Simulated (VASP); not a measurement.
KI (Potassium Iodide), 2 atoms in the cell. The cell holds a molecule in a box, 2 atoms: a = 9.000 Å, b = 9.000 Å, c = 13.000 Å, α = 90.00°, β = 90.00°, γ = 90.00°. 

```yaml
Program: VASP 6.6.1
Task: single point
Functional: r2SCAN
Dispersion: D4
Potentials_or_basis: VASP PAW PBE potentials, release 64 (K_sv, I)
Cutoff: 520 eV
k_mesh: 1 × 1 × 1
Occupations: gaussian, width 0.01 eV
Spin: no spin polarisation
Further_INCAR_settings: ALGO = Normal; EDIFF = 1e-06; NBANDS = 15
```

Potentials or basis: VASP PAW PBE potentials, release 64 (K_sv, I).

The run is started by

```sh
$ cat potpaw_PBE.64/K_sv/POTCAR potpaw_PBE.64/I/POTCAR > POTCAR
$ mpirun -np 1 vasp_gam > vasp.out
```

Hardware: 1 thread of Intel(R) Xeon(R) Platinum 8488C (Sapphire Rapids), with other jobs on the host.

Problem. How long does it take, and how much memory?

Solution. It took 6.2 min on 1 thread of Intel(R) Xeon(R) Platinum 8488C (Sapphire Rapids), with other jobs on the host, peak memory 1 GiB. Counts: scf iterations 50, k points 1.
